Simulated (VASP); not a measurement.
Calculation: PBEsol GGA, VASP's PBE PAW potentials (set 64) (plane waves; VASP).

Input for VASP

**INCAR**
```
LASPH=.True.   ! aspherical one-centre terms
NELM=100
GGA=PS   ! PBEsol
SIGMA=0.1   ! width (eV)
ENCUT=400
EDIFF=1E-6
IBRION=2   ! conjugate gradients
LREAL=.False.
SYSTEM=Eu
ISMEAR=1
PREC=Accurate
LMAXMIX=6
ISIF=3
EDIFFG=-0.01   ! ionic stop
NSW=60   ! most ionic steps
LCHARG=.False.
LWAVE=.False.
ALGO=Normal
```

### POSCAR
```
Eu
1.0
  0.0000000000   2.9041180000   2.9041180000
  2.9041180000   0.0000000000   2.9041180000
  2.9041180000   2.9041180000   0.0000000000
Eu
1
direct
  0.0000000000   0.0000000000   0.0000000000
```

KPOINTS:
```
Regular mesh
0
G
 10 10 10
0 0 0
```

POTCAR, in this order: Eu_2 (PBE.64 set). Program: vasp_std.

The run wrote:

File OUTCAR:
```
 ion  position               nearest neighbor table
   1  0.000  0.000  0.000-
  LATTYP: Found a face centered cubic cell.
 ALAT       =     5.8082360000
 Subroutine PRICEL returns:
 Original cell was already a primitive cell.
 Subroutine GETGRP returns: Found 48 space group operations
The static configuration has the point symmetry O_h .
The dynamic configuration has the point symmetry O_h .
 Subroutine INISYM returns: Found 48 space group operations
 Subroutine IBZKPT returns following result:
 Found     47 irreducible k-points:

 Following reciprocal coordinates:
            Coordinates               Weight
  0.000000  0.000000  0.000000      1.000000
  0.100000  0.000000  0.000000      8.000000
  0.200000  0.000000  0.000000      8.000000
  0.300000  0.000000  0.000000      8.000000
  0.400000  0.000000  0.000000      8.000000
  0.500000  0.000000  0.000000      4.000000
  0.100000  0.100000  0.000000      6.000000
  0.200000  0.100000  0.000000     24.000000
  0.300000  0.100000  0.000000     24.000000
  0.400000  0.100000  0.000000     24.000000
  0.500000  0.100000  0.000000     24.000000
 -0.400000  0.100000  0.000000     24.000000
 -0.300000  0.100000  0.000000     24.000000
 -0.200000  0.100000  0.000000     24.000000
 -0.100000  0.100000  0.000000     12.000000
  0.200000  0.200000  0.000000      6.000000
  0.300000  0.200000  0.000000     24.000000
  0.400000  0.200000  0.000000     24.000000
  0.500000  0.200000  0.000000     24.000000
 -0.400000  0.200000  0.000000     24.000000
 -0.300000  0.200000  0.000000     24.000000
 -0.200000  0.200000  0.000000     12.000000
  0.300000  0.300000  0.000000      6.000000
  0.400000  0.300000  0.000000     24.000000
  0.500000  0.300000  0.000000     24.000000
...
```

### OSZICAR
```
       N       E                     dE             d eps       ncg     rms          rms(c)
DAV:   1     0.600356516322E+01    0.60036E+01   -0.34721E+03   848   0.662E+02
DAV:   2    -0.191223987153E+01   -0.79158E+01   -0.78238E+01  1160   0.921E+01
DAV:   3    -0.207478873148E+01   -0.16255E+00   -0.16150E+00  1048   0.891E+00
DAV:   4    -0.207583210970E+01   -0.10434E-02   -0.10434E-02  1192   0.103E+00
DAV:   5    -0.207583652243E+01   -0.44127E-05   -0.44128E-05  1056   0.520E-02    0.631E+00
DAV:   6    -0.208450838645E+01   -0.86719E-02   -0.80534E-04  1160   0.366E-01    0.377E+00
DAV:   7    -0.208890920020E+01   -0.44008E-02   -0.19398E-03  1008   0.540E-01    0.492E-02
DAV:   8    -0.208886885122E+01    0.40349E-04   -0.91620E-05  1352   0.869E-02    0.146E-02
DAV:   9    -0.208886733672E+01    0.15145E-05   -0.43996E-06  1272   0.204E-02    0.499E-03
DAV:  10    -0.208886659250E+01    0.74422E-06   -0.96115E-07   592   0.792E-03
   1 F= -.20888666E+01 E0= -.20888858E+01  d E =-.208887E+01
       N       E                     dE             d eps       ncg     rms          rms(c)
DAV:   1    -0.233361146887E+01   -0.24474E+00   -0.44580E+00   760   0.215E+01    0.188E+00
DAV:   2    -0.218846894375E+01    0.14514E+00   -0.14347E-01  1136   0.371E+00    0.102E+00
DAV:   3    -0.212719925098E+01    0.61270E-01   -0.17991E-01  1200   0.398E+00    0.439E-01
DAV:   4    -0.212702863852E+01    0.17061E-03   -0.16603E-03   992   0.362E-01    0.198E-01
DAV:   5    -0.212700266103E+01    0.25977E-04   -0.38208E-04  1080   0.166E-01    0.125E-02
DAV:   6    -0.212700021373E+01    0.24473E-05   -0.70438E-06  1192   0.221E-02    0.364E-03
DAV:   7    -0.212700030782E+01   -0.94089E-07   -0.22272E-07   496   0.526E-03
   2 F= -.21270003E+01 E0= -.21268417E+01  d E =-.381337E-01
       N       E                     dE             d eps       ncg     rms          rms(c)
DAV:   1    -0.230795425374E+01   -0.18095E+00   -0.36309E+00   752   0.197E+01    0.171E+00
DAV:   2    -0.219015604360E+01    0.11780E+00   -0.11805E-01  1112   0.347E+00    0.918E-01
DAV:   3    -0.214128445675E+01    0.48872E-01   -0.14459E-01  1192   0.364E+00    0.398E-01
DAV:   4    -0.214116362936E+01    0.12083E-03   -0.13698E-03   824   0.322E-01    0.168E-01
DAV:   5    -0.214114660794E+01    0.17021E-04   -0.30325E-04  1072   0.159E-01    0.122E-02
DAV:   6    -0.214114394056E+01    0.26674E-05   -0.64638E-06  1184   0.231E-02    0.362E-03
DAV:   7    -0.214114412310E+01   -0.18254E-06   -0.11395E-07   400   0.354E-03
   3 F= -.21411441E+01 E0= -.21407015E+01  d E =-.522775E-01
       N       E                     dE             d eps       ncg     rms          rms(c)
DAV:   1    -0.214770040413E+01   -0.65565E-02   -0.13705E-01   752   0.383E+00    0.328E-01
DAV:   2    -0.214333081617E+01    0.43696E-02   -0.44431E-03  1112   0.686E-01    0.177E-01
DAV:   3    -0.214150389759E+01    0.18269E-02   -0.54638E-03  1200   0.713E-01    0.771E-02
DAV:   4    -0.214150245423E+01    0.14434E-05   -0.52184E-05   968   0.637E-02    0.344E-02
DAV:   5    -0.214150400408E+01   -0.15498E-05   -0.12380E-05  1080   0.313E-02    0.239E-03
DAV:   6    -0.214150373076E+01    0.27332E-06   -0.20374E-07   392   0.430E-03
   4 F= -.21415037E+01 E0= -.21410316E+01  d E =-.526371E-01
```

### OUTCAR
```
------------------------ aborting loop because EDIFF is reached ----------------------------------------
  FORCE on cell =-STRESS in cart. coord.  units (eV):
  Direction    XX          YY          ZZ          XY          YZ          ZX
  --------------------------------------------------------------------------------------
  Total        0.0024383      0.0024383      0.0024383      0.0000000      0.0000000      0.0000000
  in kB        0.0950537      0.0950537      0.0950537      0.0000000      0.0000000      0.0000000
  external PRESSURE =       0.0950537 kB  Pullay stress =       0.0000000 kB
  volume of cell :       41.10
      direct lattice vectors                 reciprocal lattice vectors
    -0.000000000  2.739049158  2.739049158    -0.182545099  0.182545099  0.182545099
     2.739049158 -0.000000000  2.739049158     0.182545099 -0.182545099  0.182545099
     2.739049158  2.739049158 -0.000000000     0.182545099  0.182545099 -0.182545099
 POSITION                                       TOTAL-FORCE (eV/Angst)
 -----------------------------------------------------------------------------------
      2.73905      2.73905      5.47810         0.000000      0.000000     -0.000000
 -----------------------------------------------------------------------------------
    total drift:                                0.000000     -0.000000      0.000000
  FREE ENERGIE OF THE ION-ELECTRON SYSTEM (eV)
  ---------------------------------------------------
  free  energy   TOTEN  =        -2.1415037308 eV

  energy  without entropy=       -2.1400874199  energy(sigma->0) =       -2.14103163

 reached required accuracy - stopping structural energy minimisation
```
(Selected blocks of OUTCAR.)

File CONTCAR:
```
Eu
   1.00000000000000
    -0.0000000000000000    2.7390491580114964    2.7390491580114964
     2.7390491580114964   -0.0000000000000000    2.7390491580114964
     2.7390491580114964    2.7390491580114964   -0.0000000000000000
  Eu
     1
Direct
     1.0000000000000000    1.0000000000000000    0.0000000000000000
```

The 4f electrons are frozen in the core of the lanthanide potential, so 4f levels, which can set the real gap, and their magnetism are missing. Energy and stress use the plane-wave basis of the starting cell.

The structure was generated: Eu was put into the fcc type (Fm-3m), which need not be its known phase. This run relaxes it. Symmetry was kept, so distortions that lower it aren't found.
